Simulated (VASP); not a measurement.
Input:

```xyz
3
Lattice="0.0000 3.4804 3.4804 3.4804 0.0000 3.4804 3.4804 3.4804 0.0000" Properties=species:S:1:pos:R:3 pbc="T T T"
Sr     0.0000     0.0000     0.0000
Cl     1.7402     1.7402     1.7402
Cl     5.2206     5.2206     5.2206
```

These are rev-vdW-DF2, VASP's PBE PAW potentials (set 64) (plane waves; VASP) values and carry that method's errors. Settings: 520 eV cut-off, Gaussian smearing of 0.050 eV, potentials Sr_sv Cl.

Question: Give the energies of bands 7 to 15 at the high-symmetry points, in eV from the valence-band maximum.

Answer: 
```tsv
band	Γ	X	U	L	W
7	-2.16	-2.82	-2.61	-1.60	-2.51
8	-2.16	-1.91	-1.95	-1.60	-2.28
9	-2.16	-1.91	-1.75	-1.52	-1.23
10	-0.35	-0.41	-0.73	-1.36	-1.23
11	-0.35	-0.41	-0.55	-1.06	-0.32
12	-0.35	0.00	-0.11	-1.06	-0.10
13	5.10	5.31	5.76	6.62	6.03
14	6.02	7.03	7.10	6.62	6.91
15	6.02	7.53	7.24	7.50	7.20
```

The gap is indirect, 5.10 eV, from the valence maximum at X to the conduction minimum at Γ.

Measured: gap 7.50 eV (computed value off by -2.40 eV), as given by Andrés Aguado et al., Journal of the Physical Society of Japan (1999), arXiv:cond-mat/9901145.

The compound is SrCl2 in the fluorite structure. It was relaxed first.
